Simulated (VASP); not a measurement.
Input:

```
GaN
1.0
    0.00000     2.25209     2.25209
    2.25209     0.00000     2.25209
    2.25209     2.25209     0.00000
Ga N
1 1
Cartesian
  0.00000   0.00000   0.00000
  1.12604   1.12604   1.12604
```

Level of theory: HSE06 screened hybrid, VASP's PBE PAW potentials (set 64) (plane waves; VASP). Run with 520 eV cut-off, 8×8×8 Γ-centred mesh, Gaussian smearing of 0.050 eV, potentials Ga_d N.

### Question
Estimate the energy per atom (σ→0), band gap (on the k-mesh) with the smallest direct gap where there is one.

### Answer

```json
{
 "band gap (on the k-mesh)": "3.01 eV",
 "smallest direct gap (on the k-mesh)": "3.01 eV",
 "energy per atom (σ→0)": "-7.387 eV/atom"
}
```

The compound is GaN in the zinc blende structure, a metastable form; wurtzite is the usual one. This cell is one point of a volume scan, at 0.97 of the reference volume. The cell's shape comes from a PBE relaxation.
